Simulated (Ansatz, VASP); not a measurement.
# GaP: VASP beside Ansatz

One calculation is typed for both programs; each brings its own data sets. How far apart do they land? The cell is taken from a series of runs on this material, whose earlier steps may have relaxed, scaled, displaced or heated it; both programs get it as it stands.

Main program and level: Ansatz 0.2.0; plane waves, with VASP 6.6.1 beside it; relaxation of cell and atoms at PBE and zone-centre phonons at PBE.

### Step 1. Set-up

The structure is cubic, space group F-43m (No. 216). The conventional cell has a = 5.508 Å, b = 5.508 Å, c = 5.508 Å, α = 90.00°, β = 90.00°, γ = 90.00°. Ga has 4 P at 2.39 Å nearest. Nearest to P lie 4 Ga at 2.39 Å. Farther neighbours are not listed.

As a file:

```xyz
2
Lattice="0.0000 2.7542 2.7542 2.7542 0.0000 2.7542 2.7542 2.7542 0.0000" Properties=species:S:1:pos:R:3 pbc="T T T"
Ga    0.0000    0.0000    0.0000
P     1.3771    1.3771    1.3771
```

### Step 2. VASP: relaxation of cell and atoms, PBE

The relaxed volume is the usual yardstick between codes: in a stiff, nearly cubic crystal its relative difference is about their pressure difference at one cell divided by the bulk modulus.

Lines of VASP's logs that name or quote its potential files are left out, and so is its time.

Input file INCAR:

```
SYSTEM = GaP
PREC = Accurate
ENCUT = 500
EDIFF = 1E-07
NELM = 120
ISMEAR = 0
SIGMA = 0.01
LREAL = .FALSE.
ALGO = Normal
GGA = PE
NBANDS = 15
LORBIT = 11
LWAVE = .FALSE.
LCHARG = .FALSE.
ISIF = 3
IBRION = 2
NSW = 80
EDIFFG = -0.005
LASPH = .TRUE.
GGA_COMPAT = .FALSE.
NELMIN = 4
EFERMI = MIDGAP
KPAR = 2
```

Input file POSCAR:

```
GaP
1.0
    0.0000000000      2.7542420000      2.7542420000
    2.7542420000      0.0000000000      2.7542420000
    2.7542420000      2.7542420000      0.0000000000
Ga P
1 1
Direct
    0.0000000000      0.0000000000      0.0000000000
    0.2500000000      0.2500000000      0.2500000000
```

Input file KPOINTS:

```
Automatic mesh
0
Gamma
8 8 8
0 0 0
```

The projector-augmented-wave data sets are Ga_d and P (PBE family, release 64).

The run is started by

```console
$ mpirun -np 2 vasp_std
```

Numbers of over 12 decimals in the logs are rounded to 6 here.

The program printed:

```text
[banner, memory and clock lines left out]
running    2 mpi-ranks, on    1 nodes
 distrk:  each k-point on    1 cores,    2 groups
 distr:  one band on    1 cores,    1 groups

 POSCAR found type information on POSCAR GaP
 POSCAR found :  2 types and       2 ions
 LDA part: xc-table for (Slater+PW92), standard interpolation
 POSCAR, INCAR and KPOINTS ok, starting setup
 FFT: planning ... GRIDC
 FFT: planning ... GRID_SOFT
 FFT: planning ... GRID
 WAVECAR not read
 entering main loop
       N       E                     dE             d eps       ncg     rms          rms(c)
DAV:   1     0.798848386116E+02    0.79885E+02   -0.90033E+03   894   0.169E+03
DAV:   2    -0.333980150786E+01   -0.83225E+02   -0.79941E+02   996   0.307E+02
DAV:   3    -0.928239182598E+01   -0.59426E+01   -0.59237E+01  1045   0.671E+01
DAV:   4    -0.938381229435E+01   -0.10142E+00   -0.10138E+00  1142   0.951E+00
DAV:   5    -0.938587380925E+01   -0.20615E-02   -0.20615E-02  1113   0.111E+00    0.410E+00
DAV:   6    -0.914917037008E+01    0.23670E+00   -0.39921E-01  1375   0.108E+01    0.270E+00
DAV:   7    -0.912452417587E+01    0.24646E-01   -0.92982E-02  1140   0.208E+00    0.109E+00
DAV:   8    -0.912489308562E+01   -0.36891E-03   -0.13438E-02  1039   0.147E+00    0.167E-01
DAV:   9    -0.912529889158E+01   -0.40581E-03   -0.14186E-03  1124   0.556E-01    0.881E-02
DAV:  10    -0.912537008379E+01   -0.71192E-04   -0.11458E-04  1279   0.110E-01    0.443E-02
DAV:  11    -0.912544428535E+01   -0.74202E-04   -0.10581E-04  1010   0.905E-02    0.547E-03
DAV:  12    -0.912544388997E+01    0.39538E-06   -0.31640E-06  1118   0.246E-02    0.239E-03
DAV:  13    -0.912544423809E+01   -0.34811E-06   -0.98243E-07  1073   0.893E-03    0.181E-03
DAV:  14    -0.912544424084E+01   -0.27503E-08   -0.35847E-08   820   0.186E-03
   1 F= -.91254442E+01 E0= -.91254442E+01  d E =-.912544E+01
 curvature:   0.00 expect dE= 0.000E+00 dE for cont linesearch  0.000E+00
 trial: gam= 0.00000 g(F)=  0.215E-47 g(S)=  0.717E-04 ort = 0.000E+00 (trialstep = 0.100E+01)
 search vector abs. value=  0.717E-04
 bond charge predicted
       N       E                     dE             d eps       ncg     rms          rms(c)
DAV:   1    -0.912625294308E+01   -0.80870E-03   -0.96327E-03  1115   0.186E+00    0.165E-01
DAV:   2    -0.912563692079E+01    0.61602E-03   -0.10002E-03  1094   0.718E-01    0.757E-02
DAV:   3    -0.912548221110E+01    0.15471E-03   -0.16750E-04  1164   0.254E-01    0.168E-02
DAV:   4    -0.912547001746E+01    0.12194E-04   -0.17000E-05  1006   0.541E-02    0.749E-03
DAV:   5    -0.912546806515E+01    0.19523E-05   -0.17307E-06  1195   0.179E-02    0.173E-03
DAV:   6    -0.912546811030E+01   -0.45154E-07   -0.55850E-08   617   0.268E-03
   2 F= -.91254681E+01 E0= -.91254681E+01  d E =-.238695E-04
 trial-energy change:   -0.000024  1 .order   -0.000018   -0.000072    0.000036
 step:   0.7315(harm=  0.6651)  dis= 0.00000  next Energy=    -9.125473 (dE=-0.286E-04)
 bond charge predicted
       N       E                     dE             d eps       ncg     rms          rms(c)
DAV:   1    -0.912552938043E+01   -0.61315E-04   -0.69551E-04  1115   0.500E-01    0.445E-02
DAV:   2    -0.912548515636E+01    0.44224E-04   -0.71821E-05  1094   0.191E-01    0.204E-02
DAV:   3    -0.912547359512E+01    0.11561E-04   -0.12289E-05  1150   0.688E-02    0.447E-03
DAV:   4    -0.912547239544E+01    0.11997E-05   -0.12095E-06  1028   0.146E-02    0.202E-03
DAV:   5    -0.912547198835E+01    0.40709E-06   -0.11239E-07   596   0.479E-03    0.422E-04
DAV:   6    -0.912547197261E+01    0.15740E-07   -0.14962E-08   512   0.133E-03
   3 F= -.91254720E+01 E0= -.91254720E+01  d E =-.277318E-04
 curvature:  -0.32 expect dE=-0.362E-08 dE for cont linesearch -0.362E-08
 trial: gam= 0.00000 g(F)=  0.197E-46 g(S)=  0.113E-07 ort =-0.902E-06 (trialstep = 0.946E+00)
 search vector abs. value=  0.114E-07
 reached required accuracy - stopping structural energy minimisation
```

Parts of OUTCAR (step 2):

```text
ion  position               nearest neighbor table
   1  0.000  0.000  0.000-   2 2.39   2 2.39   2 2.39   2 2.39
   2  0.250  0.250  0.250-   1 2.39   1 2.39   1 2.39   1 2.39

  LATTYP: Found a face centered cubic cell.
 ALAT       =     5.5084840000

 Subroutine GETGRP returns: Found 24 space group operations
 (whereof 24 operations were pure point group operations)

The static configuration has the point symmetry T_d .

 Found     29 irreducible k-points:

   k-points           NKPTS =     29   k-points in BZ     NKDIM =     29   number of bands    NBANDS=     15

   dimension x,y,z NGX =    28 NGY =   28 NGZ =   28
   dimension x,y,z NGXF=    56 NGYF=   56 NGZF=   56

   ENCUT  =  500.0 eV  36.75 Ry    6.06 a.u.   7.10  7.10  7.10*2*pi/ulx,y,z

   NELECT =      18.0000    total number of electrons

 k-points in reciprocal lattice and weights: Automatic mesh
   0.00000000  0.00000000  0.00000000       0.002
   0.12500000  0.00000000  0.00000000       0.016
   0.25000000  0.00000000  0.00000000       0.016
   0.37500000  0.00000000  0.00000000       0.016
   0.50000000  0.00000000  0.00000000       0.008
   0.12500000  0.12500000  0.00000000       0.012
   0.25000000  0.12500000  0.00000000       0.047
   0.37500000  0.12500000  0.00000000       0.047
   0.50000000  0.12500000  0.00000000       0.047
[...]
-0.37500000  0.50000000  0.12500000       0.023
  -0.25000000  0.50000000  0.25000000       0.012

 average (electrostatic) potential at core
       1 -65.6561       2 -83.6870

 E-fermi :   5.1396

 k-point     1 :       0.0000    0.0000    0.0000
  band No.  band energies     occupation
    ...
      5     -10.0627      2.00000
      6      -7.9193      2.00000
      7       4.3504      2.00000
      8       4.3504      2.00000
      9       4.3504      2.00000
     10       5.9289      0.00000
     11       8.2459      0.00000
     12       8.2459      0.00000
     13       8.2459      0.00000
     14      13.0286      0.00000
    ...

 k-point     2 :       0.1250    0.0000    0.0000
  band No.  band energies     occupation
    ...
      5     -10.0628      2.00000
      6      -7.7249      2.00000
      7       2.7249      2.00000
      8       4.1316      2.00000
      9       4.1316      2.00000
     10       6.6329      0.00000
     11       8.5826      0.00000
     12       8.5826      0.00000
     13       8.7578      0.00000
     14      13.4897      0.00000
    ...

 k-point     3 :       0.2500    0.0000    0.0000
  band No.  band energies     occupation
    ...
      5     -10.0616      2.00000
      6      -7.1744      2.00000
      7       0.5399      2.00000
      8       3.7163      2.00000
      9       3.7163      2.00000
     10       6.4011      0.00000
     11       9.0798      0.00000
     12       9.0798      0.00000
     13      10.5496      0.00000
     14      13.3057      0.00000
    ...

  Total        0.0003958      0.0003958      0.0003958     -0.0000000      0.0000000     -0.0000000
  in kB        0.0152012      0.0152012      0.0152012     -0.0000000      0.0000000     -0.0000000
  external PRESSURE =       0.0152012 kB  Pullay stress =       0.0000000 kB

  energy-cutoff  :      500.00
  volume of cell :       41.72
      direct lattice vectors                 reciprocal lattice vectors
     0.000000000  2.752712366  2.752712366    -0.181639029  0.181639029  0.181639029
     2.752712366  0.000000000  2.752712366     0.181639029 -0.181639029  0.181639029
     2.752712366  2.752712366  0.000000000     0.181639029  0.181639029 -0.181639029

 POSITION                                       TOTAL-FORCE (eV/Angst)
 -----------------------------------------------------------------------------------
      0.00000      0.00000      0.00000         0.000000      0.000000     -0.000000
      1.37636      1.37636      1.37636        -0.000000     -0.000000      0.000000
 -----------------------------------------------------------------------------------
    total drift:                                0.000001      0.000001      0.000001

  FREE ENERGIE OF THE ION-ELECTRON SYSTEM (eV)
  ---------------------------------------------------
  free  energy   TOTEN  =        -9.1254719726 eV

  energy  without entropy=       -9.1254719726  energy(sigma->0) =       -9.12547197

 reached required accuracy - stopping structural energy minimisation

 total charge
# of ion       s       p       d       tot
------------------------------------------
    1        0.859   0.816  10.006  11.682
    2        1.023   1.506   0.000   2.529
--------------------------------------------------
tot          1.882   2.323  10.006  14.211

[... 3 further parts left out ...]
```

The run keeps the 24 symmetry operations of its start, so it cannot find a distortion of lower symmetry.

### Step 3. Ansatz: relaxation of cell and atoms, PBE

Ansatz runs on norm-conserving files, of PseudoDojo where its log says so.

The same cell, functional and mesh now go to Ansatz, which takes its cutoff from its data sets.

Input file input.yaml:

```yaml
crystal:
  lattice:
    - [0.0, 2.7542415935, 2.7542415935]
    - [2.7542415935, 0.0, 2.7542415935]
    - [2.7542415935, 2.7542415935, 0.0]
  atoms:
    - { symbol: Ga, position: [0.0, 0.0, 0.0] }
    - { symbol: P, position: [0.25, 0.25, 0.25] }
kpoints:
  mp_grid: { grid: [8, 8, 8] }
hamiltonian:
  xc: pbe
  pseudopotentials: { kind: nc, accuracy: standard }
scf:
  occupations: { method: fixed }
output:
  forces: true
  stress: true
  eigenvalues: true
relax:
  adjacent_minimum: "off"
  f_tol: 0.001
  max_steps: 60
  cell: { stress_tol: 0.01 }
```

The run is started by

```console
$ ansatz run input.yaml --threads 4 --pin off --max-ram 7168MiB --backend cpu --events-out ev --progress --plain --runs-dir out
```

The program printed:

```text
Engine: ansatz 0.2.0, aarch64-unknown-linux-gnu
Pseudopotentials: kind: nc
Pseudopotential: Ga, nc, valence charge 13, recommended cutoff 1088.45545 eV (normal), Ga.nc.azcp (PseudoDojo's, or run here from an input of PseudoDojo's; its table is named by hamiltonian.pseudopotentials.accuracy)
Pseudopotential: P, nc, valence charge 5, recommended cutoff 598.650497 eV (normal), P.nc.azcp (PseudoDojo's, or run here from an input of PseudoDojo's; its table is named by hamiltonian.pseudopotentials.accuracy)
Functional definition: PBE
  parameter kappa = 0.804
  parameter beta = 0.066725
  exchange = pbe_x(kappa = kappa, mu = beta*pi^2/3)
  correlation = pbe_c(beta = beta)
Crystal: 2 atoms, lattice volume = 41.787 Å³
Basis set: ecut = 1088.45545 eV, 3479 PW (Γ), exchange–correlation on 90×90×90 points (8 copies of the dense FFT grid, shifted against one another)
Bands: 13, of which v1, the nominal top of the filled ones, is band 9 counted from 1 (8 counted from 0)
Symmetry: 24 space group operations
Space group: F-43m (ITA 216), of the structure as read, at distance tolerance 3.5e-5 Å
k-points: 29 of 512 (time reversal used)
Non-local potential: Ga, projectors of the file, l = 0: 2, l = 1: 2, l = 2: 2
Non-local potential: P, projectors of the file, l = 0: 2, l = 1: 2, l = 2: 2
Initial density: superposition of atomic densities (chi_scale 0.1, normalization cell, long waves kept (reshape's long-wave potential 0.00 eV rms))
Initial wavefunctions: pseudopotential atomic-orbital guess
Functional: x = pbe(κ = 0.804, μ = 0.219515), c = pbe(β = 0.066725)
SCF iter   1: F=—  HF=-2270.347962 eV  |F-HF|=—  |Δ(HF+E_count)|=         —  Δρ=3.68e-2  dr2=6.23e-1  ethr=3.10e-3  ⟨swp⟩=5.2  Hψ=2002  notcnv=0  defer=47
preconditioner: auto → none  [insulator: Δε(μ)=1.693 eV  Ē_g=15.224 eV  n_scr=14 (ndim 8)  ℏωp=24.4 eV  f_vac=0.000  ε∞_Penn≈3.6]
SCF iter   2: F=—  HF=-2270.223476 eV  |F-HF|=—  |Δ(HF+E_count)|=   1.24e-1  Δρ=1.68e-2  dr2=8.24e-2  ethr=3.10e-3  ⟨swp⟩=2.7  Hψ=721  notcnv=0  defer=52
SCF iter   3: F=—  HF=-2270.218671 eV  |F-HF|=—  |Δ(HF+E_count)|=   4.81e-3  Δρ=5.26e-3  dr2=9.43e-3  ethr=4.58e-4  ⟨swp⟩=2.6  Hψ=518  notcnv=0  defer=51
SCF iter   4: F=—  HF=-2270.218278 eV  |F-HF|=—  |Δ(HF+E_count)|=   3.92e-4  Δρ=6.62e-4  dr2=7.94e-5  ethr=5.24e-5  ⟨swp⟩=2.2  Hψ=521  notcnv=0  defer=52
SCF iter   5: F=—  HF=-2270.218422 eV  |F-HF|=—  |Δ(HF+E_count)|=   1.43e-4  Δρ=1.55e-4  dr2=3.92e-6  ethr=4.41e-7  ⟨swp⟩=2.8  Hψ=691  notcnv=0  defer=52
SCF iter   6: F=—  HF=-2270.218424 eV  |F-HF|=—  |Δ(HF+E_count)|=   2.70e-6  Δρ=8.80e-5  dr2=1.42e-6  ethr=2.18e-8  ⟨swp⟩=2.0  Hψ=638  notcnv=0  defer=53
SCF iter   7: F=—  HF=-2270.218424 eV  |F-HF|=—  |Δ(HF+E_count)|=   5.25e-7  Δρ=3.52e-5  dr2=2.32e-7  ethr=7.92e-9  ⟨swp⟩=2.9  Hψ=566  notcnv=0  defer=53
SCF iter   8: F=-2270.218424 eV  HF=-2270.218424 eV  |F-HF|=2.28e-9  |Δ(HF+E_count)|=   8.16e-8  Δρ=3.62e-6  dr2=3.33e-9  ethr=5.56e-10  ⟨swp⟩=8.0  Hψ=2406  notcnv=0
SCF 1 converged in 8 iterations: F = -2270.218424 eV  dr2 = 3.33e-9
relax step   1: F+E_penalty+E_count = -2270.21842377 eV  Δ(F+E_penalty+E_count) = +0.000e0 eV  max|allowed force component| = 3.146e-16 eV/Å  Δτ_max = 0.0000 Å  P = +0.003 GPa  Ω = 41.787 Å³  (8 SCF iters, dr2 threshold 1.00e-7 eV, accepted)
Initial density: handed on by an earlier stage of this run
Initial wavefunctions: pseudopotential atomic-orbital guess (no wavefunctions were taken with the density)
iter 1 solved again at ethr=2.71e-7 eV; its pass at ethr=3.10e-3 eV (dr2=4.89e-5 eV) is discarded
SCF iter   1: F=—  HF=-2270.218376 eV  |F-HF|=—  |Δ(HF+E_count)|=         —  Δρ=3.23e-6  dr2=3.15e-9  ethr=2.71e-7  ⟨swp⟩=3.2  Hψ=3144  notcnv=0  defer=50
eigensolver tolerance schedule: the retry pair's looser diagonalisation over-reported the residual by 15521.86 of it (diagonalisation noise at an unbounded share of the residual, at the tolerance the schedule requests for it); recorded, not acted on — ethr = c·dr2/N_el stays at c = 1.0e-1
preconditioner: auto → none  [insulator: Δε(μ)=1.558 eV  Ē_g=15.392 eV  n_scr=14 (ndim 8)  ℏωp=24.4 eV  f_vac=0.011  ε∞_Penn≈3.5]
SCF iter   2: F=—  HF=-2270.218424 eV  |F-HF|=—  |Δ(HF+E_count)|=   4.75e-5  Δρ=1.03e-6  dr2=3.84e-10  ethr=1.75e-11  ⟨swp⟩=3.9  Hψ=892  notcnv=0  defer=45
SCF iter   3: F=—  HF=-2270.218424 eV  |F-HF|=—  |Δ(HF+E_count)|=  3.27e-11  Δρ=4.13e-7  dr2=5.66e-11  ethr=2.13e-12  ⟨swp⟩=2.2  Hψ=462  notcnv=0  defer=45
SCF iter   4: F=—  HF=-2270.218424 eV  |F-HF|=—  |Δ(HF+E_count)|=  6.00e-11  Δρ=9.69e-8  dr2=2.76e-12  ethr=3.14e-13 (applied; sched 1.00e-12)  ⟨swp⟩=2.2  Hψ=524  notcnv=0  defer=45
SCF iter   5: F=-2270.218424 eV  HF=-2270.218424 eV  |F-HF|=9.09e-13  |Δ(HF+E_count)|=  5.91e-12  Δρ=2.25e-8  dr2=1.69e-13  ethr=1.00e-12  ⟨swp⟩=9.7  Hψ=2533  notcnv=0
SCF 2 converged in 5 iterations: F = -2270.218424 eV  dr2 = 1.69e-13
relax step   2: F+E_penalty+E_count = -2270.21842378 eV  Δ(F+E_penalty+E_count) = -1.830e-9 eV  max|allowed force component| = 3.146e-16 eV/Å  Δτ_max = 0.0000 Å  P = +0.003 GPa  Ω = 41.787 Å³  stress off target by 2.66e-3 GPa  SCF on the basis re-selected at this cell (its energy is not comparable with the rows above)  (5 SCF iters)
basis re-selected at this cell: Δ(F+E_penalty+E_count) = -1.830e-9 eV, ΔP = +0.000 GPa vs the last step (what re-selecting the basis moved, of the pressure what is left beyond the Pulay correction that the steps carried, after the strain that the cell walked since its last selection, with what the two solves' SCF thresholds leave and, on support functions, any second-order correction that the steps lacked; it is no m [...]
SCF converged after 5 iterations
Free energy (F): -2270.218424 eV
Harris-Foulkes:  -2270.218424 eV  (|F-HF|=9.09e-13)
Internal energy: -2270.218424 eV  (E = F + TS)
E sigma→0 (E₀):  -2270.218424 eV
Fermi energy:    7.202706 eV
--- Per-component energies (eV) ---
  E_band       = -55.131745
  E_kinetic    = 1774.862027
  E_local      = -1826.412166  (includes V_loc(G=0)·N_el)
  E_nonlocal   = -1012.458033
  E_hartree    = 718.420036
  E_xc         = -625.802457
  E_vxc        = -427.963647  (∫ρ·V_xc dr)
  E_ewald      = -1298.827830
  E_smearing   = -0.000000  (= −TS)
  E_closure    = -0.000000  (closes the sum)
  Σ components = -2270.218424   (vs F -2270.218424, Δ=0.00e0)
--- Forces (eV/Å), atoms counted from 1 ---
  atom   1  Ga     0.00000000    -0.00000000    -0.00000000
  atom   2  P     -0.00000000     0.00000000    -0.00000000
  max |Σ_I F_I| component: 3.70e-17 eV/Å
--- Stress (GPa, compression-positive) ---
        0.002657       0.000000      -0.000000
        0.000000       0.002657       0.000000
        0.000000       0.000000       0.002657
  P = ⅓ Tr σ = 0.0027 GPa (0.027 kbar)
--- Band table (eV; the first three rows and the last of 29) ---
  k-point 0: bands = [... 5 lower, -5.0561, 7.2027, 7.2027, 7.2027, 8.7606, 11.0996, 11.0996, 11.0996]
  k-point 1: bands = [... 5 lower, -4.8623, 5.5764, 6.9848, 6.9848, 9.4722, 11.4347, 11.4347, 11.6047]
  k-point 2: bands = [... 5 lower, -4.3136, 3.3950, 6.5706, 6.5706, 9.2460, 11.9298, 11.9298, 13.3880]
  k-point 28: bands = [... 5 lower, -2.1583, 0.7916, 3.7767, 3.9353, 11.8993, 11.9256, 13.2126, 13.3592]
--- Relaxed structure (1 steps of the walk, 1 accepted, 1 SCFs on fresh bases) ---
  F+E_penalty+E_count = -2270.21842378 eV   max|allowed force component| = 3.146e-16 eV/Å   (the final SCF, on the basis selected at the relaxed cell)
  cell:  # Å, volume = 41.7865 Å³
    - [0.0, 2.7542415935, 2.7542415935]
    - [2.7542415935, 0.0, 2.7542415935]
    - [2.7542415935, 2.7542415935, 0.0]
  atoms:
    - { symbol: Ga, position: [0.0, 0.0, 0.0] }
    - { symbol: P, position: [0.25, 0.25, 0.25] }
```

### Step 4. Comparison

Known differences besides the potentials themselves: fixed occupations in Ansatz, narrow Gaussian smearing in VASP; the cutoff is 1088.46 eV in Ansatz and 500 eV in VASP; Ansatz adds a Pulay correction to the stress that steers its cell, VASP none. Total energies have different zeros and are not compared.

The two programs side by side:

| quantity | Ansatz | VASP | difference |
| --- | --- | --- | --- |
| volume (Å³) | 41.79 | 41.72 | +0.17 % |
| edge a after relaxation, in the typed setting (Å) | 3.895 | 3.893 | +0.06 % |

(Continued in part 2 of 2.)

[Lines on the potential files, build, host, timing and source positions are cut from VASP's logs without a mark.]

[Logs are printed without paths, hosts, clocks, repeated set-up lines and the standing remarks that a program may print on its own settings, such as how far it seeks lower states.]

[Hosts, paths, dates, database ids (printed as entryN), source tags and the programs' standing remarks are cut or masked in the printed files.]
